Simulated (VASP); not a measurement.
All values below come from SCAN meta-GGA, VASP's PBE PAW potentials (set 64) (plane waves; VASP).

VASP input:

File POSCAR:
```
LiF
1.9837340
  0.0000000000   0.9999999819   0.9999999819
  0.9999999819   0.0000000000   0.9999999819
  0.9999999819   0.9999999819   0.0000000000
Li F
1 1
Cart
  0.0000000000   0.0000000000   0.0000000000
  0.9999999819   0.9999999819   0.9999999819
```

File KPOINTS:
```
K-points
0
Gamma
 11 11 11
```

### INCAR
```
SYSTEM = LiF
PREC = Accurate; ENCUT = 520; LREAL = .False.
LASPH = .True.
EDIFF = 1E-7; NELM = 100; ALGO = Normal
LMIXTAU = .True.
ISMEAR = 0; SIGMA = 0.05
METAGGA = SCAN
ISIF = 2
LWAVE = .False.; LCHARG = .False.
```

POTCAR, in this order: Li_sv F (PBE.64 set). Program: vasp_std.

The resulting files:

**OSZICAR**
```
       N       E                     dE             d eps       ncg     rms          rms(c)
DAV:   1     0.250398430235E+02    0.25040E+02   -0.59151E+03  1040   0.115E+03
DAV:   2    -0.144512493530E+02   -0.39491E+02   -0.38543E+02  1139   0.216E+02
DAV:   3    -0.152875428159E+02   -0.83629E+00   -0.83483E+00  1335   0.300E+01
DAV:   4    -0.152973077939E+02   -0.97650E-02   -0.97638E-02  1365   0.291E+00
DAV:   5    -0.152973373724E+02   -0.29578E-04   -0.29578E-04  1325   0.122E-01    0.398E+00
DAV:   6    -0.127642593808E+02    0.25331E+01   -0.54743E-01  1376   0.748E+00    0.187E+00
DAV:   7    -0.133840005943E+02   -0.61974E+00   -0.30787E+00  1089   0.156E+01    0.281E+00
DAV:   8    -0.123991506163E+02    0.98485E+00   -0.51134E-01  1014   0.665E+00    0.119E+00
DAV:   9    -0.121804103055E+02    0.21874E+00   -0.35194E-01  1008   0.620E+00    0.944E-01
DAV:  10    -0.123095352492E+02   -0.12912E+00   -0.16877E-01  1008   0.449E+00    0.452E-02
DAV:  11    -0.123178071755E+02   -0.82719E-02   -0.62368E-03  1008   0.120E+00    0.576E-02
DAV:  12    -0.123172357966E+02    0.57138E-03   -0.11808E-03  1106   0.397E-01    0.473E-02
DAV:  13    -0.123177354658E+02   -0.49967E-03   -0.49395E-04  1008   0.296E-01    0.476E-03
DAV:  14    -0.123178709459E+02   -0.13548E-03   -0.49705E-05  1043   0.101E-01    0.267E-03
DAV:  15    -0.123178730960E+02   -0.21501E-05   -0.63038E-07  1526   0.998E-03    0.277E-03
DAV:  16    -0.123178742431E+02   -0.11471E-05   -0.87497E-07  1045   0.150E-02    0.329E-03
DAV:  17    -0.123178849620E+02   -0.10719E-04   -0.11693E-06  1010   0.188E-02    0.586E-04
DAV:  18    -0.123178843618E+02    0.60013E-06   -0.92653E-08  1095   0.518E-03    0.515E-04
DAV:  19    -0.123178843224E+02    0.39457E-07   -0.19212E-08   574   0.171E-03
   1 F= -.12317884E+02 E0= -.12317884E+02  d E =-.311994E-11
```

### OUTCAR
```
------------------------ aborting loop because EDIFF is reached ----------------------------------------
  FORCE on cell =-STRESS in cart. coord.  units (eV):
  Direction    XX          YY          ZZ          XY          YZ          ZX
  --------------------------------------------------------------------------------------
  Total        0.0063097      0.0063097      0.0063097      0.0000000     -0.0000000      0.0000000
  in kB        0.6475038      0.6475038      0.6475038      0.0000000     -0.0000000      0.0000000
  external PRESSURE =       0.6475038 kB  Pullay stress =       0.0000000 kB
  volume of cell :       15.61
      direct lattice vectors                 reciprocal lattice vectors
     0.000000000  1.983733964  1.983733964    -0.252049927  0.252049927  0.252049927
     1.983733964  0.000000000  1.983733964     0.252049927 -0.252049927  0.252049927
     1.983733964  1.983733964  0.000000000     0.252049927  0.252049927 -0.252049927
  FREE ENERGIE OF THE ION-ELECTRON SYSTEM (eV)
  ---------------------------------------------------
  free  energy   TOTEN  =       -12.3178843224 eV

  energy  without entropy=      -12.3178843224  energy(sigma->0) =      -12.31788432
```
(Selected blocks of OUTCAR.)

The compound is LiF in the rock salt structure. It was relaxed first.
